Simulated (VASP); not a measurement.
These are PBE GGA, VASP's PBE PAW potentials (set 64) (plane waves; VASP) values and carry that method's errors.

VASP input:

### INCAR
```
LREAL  =  .FALSE.
ENCUT  =  400   # plane-wave cut-off (eV)
NELM  =  100   # most electronic steps
NELECT  =  23.5
LWAVE  =  .FALSE.
LASPH  =  .TRUE.   # aspherical one-centre terms
EDIFF  =  1E-6   # SCF stop (eV)
SIGMA  =  0.05   # width (eV)
SYSTEM  =  PdIn
PREC  =  Accurate
ALGO  =  Normal
LMAXMIX  =  4   # l cut-off of mixed one-centre charges
ISIF  =  2
LCHARG  =  .FALSE.
ISMEAR  =  0   # Gaussian
GGA  =  PE   # PBE
```

### KPOINTS
```
Automatic
0
G
 10 10 10
0 0 0
```

### POSCAR
```
PdIn
1
    3.2794300000     0.0000000000     0.0000000000
    0.0000000000     3.2865290000     0.0000000000
    0.0000000000     0.0000000000     3.1834760000
In Pd
1 1
Direct
  0.5000000000   0.5000000000   0.5000000000
  0.0262660000   0.0000000000   0.0000000000
```

POTCAR, in this order: In_d Pd (PBE.64 set). Program: vasp_std.

Output of the run:

OUTCAR:
```
 ion  position               nearest neighbor table
   1  0.500  0.500  0.500-   2 2.77   2 2.77   2 2.77   2 2.77   2 2.87   2 2.87   2 2.87   2 2.87
  LATTYP: Found a simple orthorhombic cell.
 ALAT       =     3.1834760000
 B/A-ratio  =     1.0301412670
 C/A-ratio  =     1.0323712194
 Subroutine PRICEL returns:
 Original cell was already a primitive cell.
 Subroutine GETGRP returns: Found  4 space group operations
The static configuration has the point symmetry C_2v.
The dynamic configuration has the point symmetry C_2v.
 Subroutine INISYM returns: Found  4 space group operations
 Subroutine IBZKPT returns following result:
 Found    216 irreducible k-points:

 Following reciprocal coordinates:
            Coordinates               Weight
  0.000000  0.000000  0.000000      1.000000
  0.100000  0.000000  0.000000      2.000000
  0.200000  0.000000  0.000000      2.000000
  0.300000  0.000000  0.000000      2.000000
  0.400000  0.000000  0.000000      2.000000
  0.500000  0.000000  0.000000      1.000000
  0.000000  0.100000  0.000000      2.000000
  0.100000  0.100000  0.000000      4.000000
  0.200000  0.100000  0.000000      4.000000
  0.300000  0.100000  0.000000      4.000000
  0.400000  0.100000  0.000000      4.000000
  0.500000  0.100000  0.000000      2.000000
  0.000000  0.200000  0.000000      2.000000
  0.100000  0.200000  0.000000      4.000000
  0.200000  0.200000  0.000000      4.000000
  0.300000  0.200000  0.000000      4.000000
  0.400000  0.200000  0.000000      4.000000
  0.500000  0.200000  0.000000      2.000000
  0.000000  0.300000  0.000000      2.000000
  0.100000  0.300000  0.000000      4.000000
  0.200000  0.300000  0.000000      4.000000
  0.300000  0.300000  0.000000      4.000000
  0.400000  0.300000  0.000000      4.000000
...
```

### OSZICAR
```
       N       E                     dE             d eps       ncg     rms          rms(c)
DAV:   1     0.150808189770E+03    0.15081E+03   -0.99517E+03  7048   0.160E+03
DAV:   2     0.282295726128E+01   -0.14799E+03   -0.14431E+03  7232   0.360E+02
DAV:   3    -0.305922728620E+01   -0.58822E+01   -0.58591E+01  8752   0.788E+01
DAV:   4    -0.316381832791E+01   -0.10459E+00   -0.10458E+00  8400   0.971E+00
DAV:   5    -0.316908998701E+01   -0.52717E-02   -0.52716E-02 10224   0.193E+00    0.740E+00
DAV:   6    -0.313361519944E+01    0.35475E-01   -0.11274E-01  8816   0.750E+00    0.418E+00
DAV:   7    -0.308044817371E+01    0.53167E-01   -0.24739E-01  8512   0.678E+00    0.886E-01
DAV:   8    -0.307064584913E+01    0.98023E-02   -0.25917E-02  7736   0.165E+00    0.485E-01
DAV:   9    -0.306907636805E+01    0.15695E-02   -0.14577E-02  8920   0.154E+00    0.149E-01
DAV:  10    -0.306861963283E+01    0.45674E-03   -0.25862E-03  7560   0.532E-01    0.541E-02
DAV:  11    -0.306862170658E+01   -0.20738E-05   -0.37485E-05  8864   0.539E-02    0.116E-02
DAV:  12    -0.306862254534E+01   -0.83875E-06   -0.19034E-06  6840   0.169E-02
   1 F= -.30686225E+01 E0= -.30682803E+01  d E =-.684571E-03
```

### OUTCAR
```
------------------------ aborting loop because EDIFF is reached ----------------------------------------
  FORCE on cell =-STRESS in cart. coord.  units (eV):
  Direction    XX          YY          ZZ          XY          YZ          ZX
  --------------------------------------------------------------------------------------
  Total        9.7277899      9.7850464     10.2498792      0.0000000      0.0000000      0.0000000
  in kB      454.2420656    456.9156738    478.6211840      0.0000000      0.0000000      0.0000000
  external PRESSURE =     463.2596411 kB  Pullay stress =       0.0000000 kB
  volume of cell :       34.31
      direct lattice vectors                 reciprocal lattice vectors
     3.279430000  0.000000000  0.000000000     0.304931040  0.000000000  0.000000000
     0.000000000  3.286529000  0.000000000     0.000000000  0.304272380  0.000000000
     0.000000000  0.000000000  3.183476000     0.000000000  0.000000000  0.314122048
 POSITION                                       TOTAL-FORCE (eV/Angst)
 -----------------------------------------------------------------------------------
      1.63972      1.64326      1.59174         0.421789      0.000000      0.000000
      0.08614      0.00000      0.00000        -0.421789      0.000000      0.000000
 -----------------------------------------------------------------------------------
    total drift:                               -0.000238      0.000000      0.000002
  FREE ENERGIE OF THE ION-ELECTRON SYSTEM (eV)
  ---------------------------------------------------
  free  energy   TOTEN  =        -3.0686225453 eV

  energy  without entropy=       -3.0679379745  energy(sigma->0) =       -3.06828026
```
(Selected blocks of OUTCAR.)

The cell is charged, with a uniform compensating background.

The compound is PdIn in the CsCl type structure. The cell was not relaxed at this level, atoms are displaced from their ideal sites. The run is one of a series of settings (ISMEAR = 0, NELECT = 23.5, SIGMA = 0.05 against the base run), some of them coarse on purpose.
